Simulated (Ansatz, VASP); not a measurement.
# Cross-check of Si3Sb2C between VASP and Ansatz

Aim: how closely do two programs agree when they are given the same cell, functional and k mesh? The cell is invented: As first built, before any earlier steps moved the atoms (in the runner's words): it takes the LuSi2 structure with some of its atoms replaced by other elements, volume scaled by an estimate. It may not be a known or stable phase. The cell is taken from a series of VASP runs on this material, whose earlier steps may have relaxed, scaled or displaced it; both programs get it as it stands.

Method: plane waves, with VASP 6.6.1 beside it; single point at PBE, in Ansatz 0.2.0.

## 1. Starting point

Symmetry: P-6m2, No. 187, hexagonal system. Conventional cell: a = 3.665 Å, b = 3.665 Å, c = 10.057 Å, α = 90.00°, β = 90.00°, γ = 120.00°. Nearest to Sb lie 6 Si at 3.22 Å. Nearest to Si lie 3 C at 2.12 Å. Si has 3 Si at 2.12 Å and 6 Sb at 3.22 Å nearest. Nearest to Si lie 3 Si at 2.12 Å and 6 Sb at 3.22 Å. Nearest to C lie 3 Si at 2.12 Å. As first built, before any earlier steps moved the atoms (in the runner's words): sites of the LuSi2 structure (space group 191) filled with other elements, volume scaled by an estimate. Farther neighbours are not listed.

## 2. VASP: single point, PBE

With cell and atoms fixed, the geometry can't cause a difference; cores, projectors, grids and the points listed under the comparison can.

Lines of VASP's logs that name or quote its potential files are left out, and so is its time.

The input, INCAR:

```
SYSTEM = Si3Sb2C
PREC = Accurate
ENCUT = 520
EDIFF = 1E-06
NELM = 100
ISMEAR = -1
SIGMA = 0.05
LREAL = .FALSE.
ALGO = Normal
GGA = PE
LORBIT = 11
LWAVE = .FALSE.
LCHARG = .FALSE.
KPAR = 2
ISIF = 2
```

The input, POSCAR:

```
Si3Sb2C
1.0
    3.6647319572     -0.0000000403      0.0000000000
   -1.8323655492      3.1737509950      0.0000000000
    0.0000000000      0.0000000000     10.0567228362
Sb Si C
2 3 1
Direct
    0.0000000000      0.0000000000      0.2413699929
    0.0000000000      0.0000000000      0.7586300071
    0.3333333300      0.6666666700      0.5000000000
    0.3333333300      0.6666666700      0.0000000000
    0.6666666700      0.3333333300      0.0000000000
    0.6666666700      0.3333333300      0.5000000000
```

The input, KPOINTS:

```
Automatic mesh
0
Gamma
6 6 2
0 0 0
```

Potentials, in the order of the species: Sb, Si and C (PBE family, release 64).

Launch:

```sh
> mpirun -np 2 vasp_std
```

Numbers of over 12 decimals in the logs are rounded to 6 here.

Log:

```text
[banner, memory and clock lines left out]
running    2 mpi-ranks, on    1 nodes
 distrk:  each k-point on    1 cores,    2 groups
 distr:  one band on    1 cores,    1 groups

 POSCAR found type information on POSCAR SbSiC
 POSCAR found :  3 types and       6 ions
 LDA part: xc-table for (Slater+PW92), standard interpolation
 POSCAR, INCAR and KPOINTS ok, starting setup
 FFT: planning ... GRIDC
 FFT: planning ... GRID_SOFT
 FFT: planning ... GRID
 WAVECAR not read
 entering main loop
       N       E                     dE             d eps       ncg     rms          rms(c)
DAV:   1     0.113877561713E+03    0.11388E+03   -0.10067E+04   476   0.127E+03
DAV:   2    -0.205133649858E+02   -0.13439E+03   -0.13229E+03   638   0.205E+02
DAV:   3    -0.298270533807E+02   -0.93137E+01   -0.91082E+01   606   0.557E+01
DAV:   4    -0.300561448948E+02   -0.22909E+00   -0.22752E+00   663   0.925E+00
DAV:   5    -0.300607259893E+02   -0.45811E-02   -0.45752E-02   671   0.126E+00    0.931E+00
DAV:   6    -0.280648585683E+02    0.19959E+01   -0.18205E+01   626   0.167E+01    0.529E+00
DAV:   7    -0.279293506362E+02    0.13551E+00   -0.25307E+00   691   0.728E+00    0.275E+00
DAV:   8    -0.279070467679E+02    0.22304E-01   -0.38611E-01   676   0.315E+00    0.158E+00
DAV:   9    -0.279007644069E+02    0.62824E-02   -0.30240E-02   676   0.109E+00    0.216E-01
DAV:  10    -0.279005386687E+02    0.22574E-03   -0.25588E-03   648   0.297E-01    0.151E-01
DAV:  11    -0.279005233564E+02    0.15312E-04   -0.70193E-04   578   0.146E-01    0.327E-02
DAV:  12    -0.279005076717E+02    0.15685E-04   -0.16000E-04   600   0.621E-02    0.170E-02
DAV:  13    -0.279005071063E+02    0.56546E-06   -0.11035E-05   613   0.196E-02    0.801E-03
DAV:  14    -0.279005067692E+02    0.33705E-06   -0.23853E-06   338   0.853E-03
   1 F= -.27900507E+02 E0= -.27887613E+02  d E =-.257883E-01
```

OUTCAR, selected parts (step 2):

```text
ion  position               nearest neighbor table
   1  0.000  0.000  0.241-   4 3.22   5 3.22   4 3.22   5 3.22   5 3.22   4 3.22   3 3.35   3 3.35
                             3 3.35
   2  0.000  0.000  0.759-   4 3.22   5 3.22   4 3.22   5 3.22   5 3.22   4 3.22   3 3.35   3 3.35
                             3 3.35
   3  0.333  0.667  0.500-   6 2.12   6 2.12   6 2.12   1 3.35   2 3.35   2 3.35   1 3.35   2 3.35
                             1 3.35
   4  0.333  0.667  0.000-   5 2.12   5 2.12   5 2.12   1 3.22   2 3.22   2 3.22   1 3.22   2 3.22
                             1 3.22
   5  0.667  0.333  0.000-   4 2.12   4 2.12   4 2.12   1 3.22   2 3.22   1 3.22   2 3.22   1 3.22
                             2 3.22
   6  0.667  0.333  0.500-   3 2.12   3 2.12   3 2.12

  LATTYP: Found a hexagonal cell.
 ALAT       =     3.6647319572
 C/A-ratio  =     2.7441905585

 Subroutine GETGRP returns: Found 12 space group operations
 (whereof 12 operations were pure point group operations)

The static configuration has the point symmetry D_3h.

 Found     14 irreducible k-points:

   k-points           NKPTS =     14   k-points in BZ     NKDIM =     14   number of bands    NBANDS=     17

   dimension x,y,z NGX =    28 NGY =   28 NGZ =   80
   dimension x,y,z NGXF=    56 NGYF=   56 NGZF=  160

   ENCUT  =  520.0 eV  38.22 Ry    6.18 a.u.   6.81  6.81 18.70*2*pi/ulx,y,z

   NELECT =      26.0000    total number of electrons

 k-points in reciprocal lattice and weights: Automatic mesh
   0.00000000  0.00000000  0.00000000       0.014
   0.16666667  0.00000000  0.00000000       0.083
   0.33333333  0.00000000  0.00000000       0.083
   0.50000000  0.00000000  0.00000000       0.042
   0.16666667  0.16666667  0.00000000       0.083
   0.33333333  0.16666667  0.00000000       0.167
   0.33333333  0.33333333  0.00000000       0.028
   0.00000000  0.00000000  0.50000000       0.014
   0.16666667  0.00000000  0.50000000       0.083
[...]
0.33333333  0.16666667  0.50000000       0.167
   0.33333333  0.33333333  0.50000000       0.028

 average (electrostatic) potential at core
       1 -85.5549       2 -85.5549       3 -83.1062       4 -82.0323       5 -82.0507
       6 -48.0747

 E-fermi :   7.7799

 k-point     1 :       0.0000    0.0000    0.0000
  band No.  band energies     occupation
    ...
      7       5.1061      2.00000
      8       5.4793      2.00000
      9       5.4793      2.00000
     10       6.0587      2.00000
     11       6.3271      2.00000
     12       8.5259      0.00000
     13       8.5302      0.00000
     14       8.5302      0.00000
     15      10.0721      0.00000
     16      10.1834      0.00000
    ...

 k-point     2 :       0.1667    0.0000    0.0000
  band No.  band energies     occupation
    ...
      8       4.6697      2.00000
      9       4.8185      2.00000
     10       6.0246      2.00000
     11       6.8757      2.00000
     12       7.6864      1.73276
     13       8.3272      0.00004
     14       8.6165      0.00000
     15       9.3951      0.00000
     16       9.4053      0.00000
     17      10.3037      0.00000

 k-point     3 :       0.3333    0.0000    0.0000
  band No.  band energies     occupation
    ...
      9       3.9229      2.00000
     10       4.1589      2.00000
     11       5.6881      2.00000
     12       6.8337      2.00000
     13       7.4706      1.99589
     14       8.3242      0.00004
     15       8.4013      0.00001
     16       8.5428      0.00000
     17       9.5581      0.00000

  Total        0.2408804      0.2408804     -0.4814426      0.0000000      0.0000000      0.0000000
  in kB        3.2994415      3.2994415     -6.5945254      0.0000004      0.0000000      0.0000000
  external PRESSURE =       0.0014525 kB  Pullay stress =       0.0000000 kB

  energy-cutoff  :      520.00
  volume of cell :      116.97
      direct lattice vectors                 reciprocal lattice vectors
     3.664731957 -0.000000040  0.000000000     0.272871254  0.157542254  0.000000000
    -1.832365549  3.173750995  0.000000000     0.000000003  0.315084582  0.000000000
     0.000000000  0.000000000 10.056722836     0.000000000  0.000000000  0.099435971

 POSITION                                       TOTAL-FORCE (eV/Angst)
 -----------------------------------------------------------------------------------
      0.00000      0.00000      2.42739        -0.000000     -0.000000      0.028846
      0.00000      0.00000      7.62933        -0.000000     -0.000000     -0.028846
      0.00000      2.11583      5.02836        -0.000000     -0.000000      0.000000
      0.00000      2.11583      0.00000        -0.000000     -0.000000      0.000000
      1.83237      1.05792      0.00000        -0.000000      0.000000      0.000000
      1.83237      1.05792      5.02836         0.000000      0.000000      0.000000
 -----------------------------------------------------------------------------------
    total drift:                               -0.000000      0.000003     -0.000000

  FREE ENERGIE OF THE ION-ELECTRON SYSTEM (eV)
  ---------------------------------------------------
  free  energy   TOTEN  =       -27.9005067692 eV

  energy  without entropy=      -27.8747185053  energy(sigma->0) =      -27.88761264

 total charge
# of ion       s       p       d       tot
------------------------------------------
    1        1.267   0.997   0.033   2.296
    2        1.267   0.997   0.033   2.296
    3        0.750   0.690   0.000   1.440
    4        0.810   0.984   0.000   1.794
    5        0.814   0.979   0.000   1.793
    6        0.910   1.268   0.000   2.178
--------------------------------------------------
tot          5.817   5.915   0.066  11.798

[... 3 further parts left out ...]
```

The run ends at a pressure of 0.00 GPa, with forces up to 0.029 eV/Å.

## 3. Ansatz: single point, PBE

Ansatz runs on its default PAW (the set named soft_2) files.

The same cell, functional, mesh and smearing now go to Ansatz, which takes its cutoff from its data sets.

The input, input.yaml:

```yaml
crystal:
  lattice:
    - [3.6647319572, -4.03e-08, 0.0]
    - [-1.8323655492, 3.173750995, 0.0]
    - [0.0, 0.0, 10.0567228362]
  atoms:
    - { symbol: Sb, position: [0.0, 0.0, 0.2413699929] }
    - { symbol: Sb, position: [0.0, 0.0, 0.7586300071] }
    - { symbol: Si, position: [0.33333333, 0.66666667, 0.5] }
    - { symbol: Si, position: [0.33333333, 0.66666667, 0.0] }
    - { symbol: Si, position: [0.66666667, 0.33333333, 0.0] }
    - { symbol: C, position: [0.66666667, 0.33333333, 0.5] }
hamiltonian:
  xc: pbe
  pseudopotentials: { kind: paw }
kpoints:
  mp_grid: { grid: [6, 6, 2] }
scf:
  occupations: { method: fermi_dirac, width: 0.05 }
  n_extra_bands: 5
output:
  forces: true
  stress: true
  eigenvalues: true
  write_density: true
  write_potential: true
  elf: true
  volumetric_format: npy
```

Launch:

```sh
> ansatz run input.yaml --threads 4 --pin off --max-ram 9216MiB --backend cpu --events-out ev --progress --plain --runs-dir out
```

Log:

```text
Warning: the atoms were moved onto the symmetric positions of the space group found under crystal.symmetry.tolerance 1.0e-5 (fractional; no operation is sought that the atoms, as they stand in a round, miss by more than twice it, and no atom is moved by as much as it), and the run uses the moved positions. Before a round's move an operation carried an atom to 3.66e-8 Å from where it should land, the largest such dist [...]
scf.n_extra_bands = 5 over 23 filled bands (N_el = 46.0): the run solves 28 bands
Engine: ansatz 0.2.0, aarch64-unknown-linux-gnu
Pseudopotentials: kind: paw
Pseudopotential: Sb, paw, valence charge 15, recommended cutoff 420 eV (normal), Sb.paw.azcp
Pseudopotential: Si, paw, valence charge 4, recommended cutoff 420 eV (normal), Si.paw.azcp
Pseudopotential: C, paw, valence charge 4, recommended cutoff 420 eV (normal), C.paw.azcp
Functional definition: PBE
  parameter kappa = 0.804
  parameter beta = 0.066725
  exchange = pbe_x(kappa = kappa, mu = beta*pi^2/3)
  correlation = pbe_c(beta = beta)
Crystal: 6 atoms, lattice volume = 116.969 Å³
Basis set: ecut = 420 eV, 2277 PW (Γ), exchange–correlation on 50×50×144 points (8 copies of the dense FFT grid, shifted against one another)
Bands: 28, of which v1, the nominal top of the filled ones, is band 23 counted from 1 (22 counted from 0)
Symmetry: 12 space group operations
Space group: P-6m2 (ITA 187), of the structure as read, at distance tolerance 4.9e-5 Å
k-points: 14 of 72 (time reversal used)
Non-local potential: Sb, projectors of the file, l = 0: 2, l = 1: 2, l = 2: 2, l = 3: 2
Non-local potential: Si, projectors of the file, l = 0: 2, l = 1: 2, l = 2: 2
Non-local potential: C, projectors of the file, l = 0: 2, l = 1: 2, l = 2: 1
PAW form: soft (Blöchl's): semilocal exchange-correlation on the pseudo side does not see the compensation charge
PAW one-centre angular grid: Sb, 590 points (default); XC on 64 Gauss nodes
PAW one-centre angular grid: Si, 110 points (default); XC on 64 Gauss nodes
PAW one-centre angular grid: C, 110 points (default); XC on 64 Gauss nodes
Initial density: superposition of atomic densities (neutral atoms: chi_scale 0, normalization atom), corrected by the library's trained network
Initial wavefunctions: pseudopotential atomic-orbital guess
Functional: x = pbe(κ = 0.804, μ = 0.219515), c = pbe(β = 0.066725)
SCF iter   1: F=—  HF=-15121.456746 eV  |F-HF|=—  |Δ(HF+E_count)|=         —  Δρ=3.95e-3  dr2=4.23e-2  ethr=1.77e-3  ⟨swp⟩=6.8  Hψ=1877  notcnv=0
preconditioner: auto → Kerker (q_TF=auto, 2.335 Å⁻¹)  [metal: Δε(μ)=0.106 eV  Ē_g=7.139 eV  σ=0.050 eV  W_gap=0.48  n_scr=24 (ndim 8)  ℏωp=17.5 eV  f_vac=0.000  D(μ)=3.22/eV (n_scr^D=24)]
SCF iter   2: F=—  HF=-15121.453041 eV  |F-HF|=—  |Δ(HF+E_count)|=   3.70e-3  Δρ=2.22e-3  dr2=1.22e-2  ethr=9.20e-5  ⟨swp⟩=1.6  Hψ=573  notcnv=0
SCF iter   3: F=—  HF=-15121.452290 eV  |F-HF|=—  |Δ(HF+E_count)|=   7.51e-4  Δρ=5.51e-4  dr2=5.46e-4  ethr=2.66e-5  ⟨swp⟩=2.0  Hψ=439  notcnv=0
SCF iter   4: F=—  HF=-15121.452186 eV  |F-HF|=—  |Δ(HF+E_count)|=   1.04e-4  Δρ=1.98e-4  dr2=9.11e-5  ethr=1.19e-6  ⟨swp⟩=3.0  Hψ=808  notcnv=0
SCF iter   5: F=—  HF=-15121.452170 eV  |F-HF|=—  |Δ(HF+E_count)|=   1.61e-5  Δρ=1.21e-4  dr2=2.43e-5  ethr=1.98e-7  ⟨swp⟩=2.9  Hψ=727  notcnv=0
SCF iter   6: F=—  HF=-15121.452167 eV  |F-HF|=—  |Δ(HF+E_count)|=   2.85e-6  Δρ=3.29e-5  dr2=1.73e-6  ethr=5.29e-8  ⟨swp⟩=2.0  Hψ=534  notcnv=0
SCF iter   7: F=-15121.452167 eV  HF=-15121.452167 eV  |F-HF|=1.85e-9  |Δ(HF+E_count)|=   1.04e-7  Δρ=6.43e-6  dr2=6.64e-8  ethr=2.17e-10  ⟨swp⟩=7.8  Hψ=2932  notcnv=0
SCF 1 converged in 7 iterations: F = -15121.452167 eV  dr2 = 6.64e-8
  greatest PAW one-centre occupation: 0.996 electrons in one spin orbital (limit 2), on the Sb atom at site 1 (counted from 0), in its partial waves of l = 2
SCF converged after 7 iterations
Free energy (F): -15121.452167 eV
Harris-Foulkes:  -15121.452167 eV  (|F-HF|=1.85e-9)
Internal energy: -15121.426405 eV  (E = F + TS)
E sigma→0 (E₀):  -15121.439286 eV
Entropy (-TS):   -0.025763 eV (-4.294 meV/atom)
Fermi energy:    9.615584 eV
--- Per-component energies (eV) ---
  E_band       = -296.801093
  E_kinetic    = 615.686421
  E_local      = -3475.999995  (includes V_loc(G=0)·N_el)
  E_nonlocal   = 827.529349
  E_hartree    = 1561.173116
  E_xc         = -489.155952
  E_vxc        = -390.298757  (∫ρ·V_xc dr)
  E_paw        = -10783.816057  (= ΣΔE_a)
  E_vpaw       = -996.065268  (= ΣTr[D̂ρ^β])
  E_aug_tail   = 0.000021  (compensation charges beyond the density's cutoff)
  E_ewald      = -3376.843306
  E_smearing   = -0.025763  (= −TS)
  E_closure    = -0.000000  (closes the sum)
  Σ components = -15121.452167   (vs F -15121.452167, Δ=0.00e0)
--- Forces (eV/Å), atoms counted from 1 ---
  atom   1  Sb    -0.00000000    -0.00000000     0.03167212
  atom   2  Sb    -0.00000000     0.00000000    -0.03167212
  atom   3  Si    -0.00000000    -0.00000000     0.00000000
  atom   4  Si     0.00000000    -0.00000000     0.00000000
  atom   5  Si     0.00000000     0.00000000    -0.00000000
  atom   6  C     -0.00000000     0.00000000    -0.00000000
  max |Σ_I F_I| component: 6.25e-17 eV/Å
--- Stress (GPa, compression-positive) ---
        0.475680       0.000000      -0.000000
       -0.000000       0.475680      -0.000000
       -0.000000      -0.000000      -0.538482
  P = ⅓ Tr σ = 0.1376 GPa (1.376 kbar)
--- Band table (eV; the first three rows and the last of 14) ---
  k-point 0: bands = [... 19 lower, 7.8940, 8.1621, 10.3624, 10.3664, 10.3664, 11.8997, 12.0226, 12.0226, ... 1 higher]
  k-point 1: bands = [... 19 lower, 7.3119, 8.7486, 10.4286, 10.4286, 11.2814, 11.5303, 11.5303, 11.8925, ... 1 higher]
  k-point 2: bands = [... 19 lower, 7.8603, 8.7117, 9.5221, 10.1653, 10.4511, 11.2327, 11.2446, 12.1385, ... 1 higher]
  k-point 13: bands = [... 19 lower, 5.7914, 6.5226, 6.5562, 9.3096, 9.7042, 10.2658, 10.7774, 10.9159, ... 1 higher]
```

Elapsed: 2.3 s, on 4 threads of Arm Neoverse V1, shared host; peak memory 0.38 GiB.

The column dr2 measures how far the density is from self-consistency, as an energy; F and HF (Harris–Foulkes) agree once it is small.

The run ends at a pressure of 0.14 GPa, with forces up to 0.032 eV/Å.

## 4. Side by side

Known differences besides the potentials themselves: the data sets hold 46 valence electrons in Ansatz (default PAW (the set named soft_2) files) and 26 in VASP; the cutoff is 420 eV in Ansatz and 520 eV in VASP; VASP leaves aspherical gradient terms in its spheres out (LASPH is not set), Ansatz keeps them. Total energies have different zeros and are not compared.

The two programs side by side:

```csv
quantity,Ansatz,VASP,difference
pressure (GPa),0.14,0.00,+0.14
pressure without Ansatz's Pulay correction (GPa),0.07,0.00,+0.07
```

At this near-relaxed geometry the largest component of a force difference is 3 meV/Å. Ansatz's pressure holds a Pulay correction of 0.07 GPa; VASP's holds none.

## 5. Results

| Item | Value |
| --- | --- |
| difference in pressure (single point, PBE) | 0.14 GPa |

**Reading.** The difference in pressure is 0.14 GPa (single point, PBE), within the 1 GPa picked in this series as the mark of a large difference. How closely two codes agree says nothing of how well the functional describes the real material.

[Lines on the potential files, build, host, timing and source positions are cut from VASP's logs without a mark.]

[Logs are printed without paths, hosts, clocks, repeated set-up lines and the standing remarks that a program may print on its own settings, such as how far it seeks lower states.]

[Hosts, paths, dates, database ids (printed as entryN), source tags and the programs' standing remarks are cut or masked in the printed files.]
